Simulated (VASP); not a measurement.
Write the native input for VASP 6.6.1 that does the following.

| Item | Value |
| --- | --- |
| Task | single point |
| Functional | HSE06 |
| Potentials or basis | VASP PAW PBE potentials, release 64 (Cr_pv, Ga_d, As) |
| Cutoff | 350 eV |
| k mesh | 2 × 2 × 2 |
| Occupations | gaussian, width 0.03 eV |
| Spin | collinear spin, ferromagnetic start |
| Starting moments | [2.0, 0.0, 0.0, 0.0, 0.0, 0.0, 0.0, 0.0, 0.0, 0.0, 0.0, 0.0, 0.0, 0.0, 0.0, 0.0, 0.0, 0.0, 0.0, 0.0, 0.0, 0.0, 0.0, 0.0] μB |
| Fixed moment | 2 μB |
| Dq | -1 |
| Grid for exact exchange (PRECFOCK) | Fast |
| Screening parameter | 0.2 1/A |
| Further INCAR settings | LREAL = Auto; ALGO = Damped; EDIFF = 0.0001; ISYM = -1; NELECT = 216.0 |

CrGa11As12 (a cell with a defect):

```xyz
24
Lattice="0.0000 8.4805 8.4805 5.6537 0.0000 5.6537 5.6537 5.6537 0.0000" Properties=species:S:1:pos:R:3 pbc="T T T"
Cr    0.0099    8.4752    8.4674
Ga    2.8191    2.8245    0.0183
Ga    8.4818    5.6367    2.8476
Ga    5.6353    2.8321    2.8284
Ga    5.6368    8.4561    2.8257
Ga    8.4514    5.6389    8.4853
Ga    8.4592    8.4740    5.6584
Ga    5.6280    5.6551    5.6590
Ga    5.6470   11.3006    5.6749
Ga    8.4765    8.4834   11.2987
Ga    8.4946   11.2939    8.4873
Ga    5.6420    8.4789    8.4883
As    1.4085    1.3863    1.4191
As    4.2373    4.2560    1.4090
As    4.2351    1.4134    4.2487
As    7.0500    4.2360    4.2579
As    1.3817    4.2230    4.2428
As    4.2248    7.0534    4.2287
As    4.2416    4.2150    7.0642
As    7.0482    7.0581    7.0697
As    1.4321    7.0492    7.0620
As    4.2298    9.8913    7.0770
As    4.2470    7.0583    9.9088
As    7.0530    9.9004    9.8956
```

One way to write it, as run:

POSCAR

```
CrGa11As12                              
1.0
    0.0000000000      8.4805500000      8.4805500000
    5.6537000000      0.0000000000      5.6537000000
    5.6537000000      5.6537000000      0.0000000000
  Cr              Ga              As            
     1    11    12
Direct
     0.9983319465482915    0.0001791804240595    0.0015645793495381
     0.0014009781912815    0.0011379458854922    0.4974886586990593
     0.0001495679459148    0.5034450761611522    0.9967734092977487
     0.0014870685243828    0.4980505429487783    0.4986911522457850
     0.3328260086617140    0.0005637821256414    0.9964394306938887
     0.3344615097509109    0.9991558539623442    0.4956963134254585
     0.3344822796390493    0.4991040387830943    0.9971159682127598
     0.3352402470565892    0.4980707437051392    0.4973908329553131
     0.6679116710811536    0.0018764088002426    0.9969341531354234
     0.6665541717232056    0.9986248222428041    0.5006667870374651
     0.6654389076461551    0.5030290445663007    0.9994526631944617
     0.6677193907261334    0.4997909277426419    0.4981370328347505
     0.0823669210076268    0.1274612112686301    0.1216594109604525
     0.0841730950715263    0.1229490957037689    0.6265162074589438
     0.0841323905533337    0.6252928306764743    0.1237920710496669
     0.0851301710882849    0.6254174235522627    0.6215447619138439
     0.4176622987573170    0.1239509794593965    0.1204463758460064
     0.4160905715872724    0.1238233409267658    0.6234381842995429
     0.4149286831055839    0.6270908633134905    0.1231424471011163
     0.4174065871438681    0.6243539374518560    0.6222970513979305
     0.7475384360949144    0.1277864370045517    0.1255251133396645
     0.7510432213536870    0.1251903640831629    0.6229554291263444
     0.7499620090643419    0.6276862102705092    0.1234960798150125
     0.7513088676774572    0.6233309389414121    0.6241678866098218
```

INCAR.step1

```
SYSTEM = CrGa11As12
  ALGO = Normal
  EDIFF = 1E-5
  ENCUT = 350
  GGA = PE
  ISIF = 2
  ISMEAR = 0
  ISPIN = 2
  ISYM = -1
  KPAR = 2
  LASPH = .TRUE.
  LCHARG = .FALSE.
  LMAXMIX = 4
  LORBIT = 11
  LREAL = Auto
  LWAVE = .TRUE.
  MAGMOM = 2 0 0 0 0 0 0 0 0 0 0 0 0 0 0 0 0 0 0 0 0 0 0 0
  NELECT = 216.0
  NELM = 70
  NKRED = 2
  NUPDOWN = 2
  PREC = Accurate
  SIGMA = 0.03
  TIME = 0.4
```

INCAR.step2

```
SYSTEM = CrGa11As12
  ALGO = Damped
  EDIFF = 1E-4
  ENCUT = 350
  GGA = PE
  HFSCREEN = 0.2
  ISIF = 2
  ISMEAR = 0
  ISPIN = 2
  ISTART = 1
  ISYM = -1
  KPAR = 2
  LASPH = .TRUE.
  LCHARG = .FALSE.
  LHFCALC = .TRUE.
  LMAXMIX = 4
  LORBIT = 11
  LREAL = Auto
  LWAVE = .FALSE.
  MAGMOM = 2 0 0 0 0 0 0 0 0 0 0 0 0 0 0 0 0 0 0 0 0 0 0 0
  NELECT = 216.0
  NELM = 70
  NKRED = 2
  NUPDOWN = 2
  PREC = Accurate
  PRECFOCK = Fast
  SIGMA = 0.03
  TIME = 0.4
```

KPOINTS

```
k-points
0
G
  2 2 2
  0 0 0
```

Potentials or basis: VASP PAW PBE potentials, release 64 (Cr_pv, Ga_d, As).

Command:

```sh
$ cat potpaw_PBE.64/Cr_pv/POTCAR potpaw_PBE.64/Ga_d/POTCAR potpaw_PBE.64/As/POTCAR > POTCAR
$ cp INCAR.step1 INCAR
$ mpirun -np 4 vasp_std > vasp.out
$ cp INCAR.step2 INCAR
$ mpirun -np 4 vasp_std > vasp.out
```

It gave:

```yaml
Largest_force: 0.133 eV/Å
Net_moment: 2.00 μB per cell
Site_moments: Cr +3.18; Ga -0.02, -0.03; As -0.11, -0.02, -0.04, -0.09, -0.01 μB
Valence_electrons_inside_the_program's_atomic_spheres: Cr 10.69; Ga 11.67, 11.68; As 2.91, 2.92
```

Caveat: the k mesh is coarse (spacing up to 0.48 Å⁻¹), so the values aren't converged, least of all with exact exchange; the PAW data sets were made with another functional, which shifts forces and pressure a little; the total moment is fixed, so each spin has its own Fermi level; only a ferromagnetic start was run, and an antiferromagnetic order may lie lower in energy.

Run time: 67 min on 4 MPI ranks on Intel(R) Xeon(R) 6975P-C (Granite Rapids), with other jobs on the host, peak memory 1.1 GiB a rank.
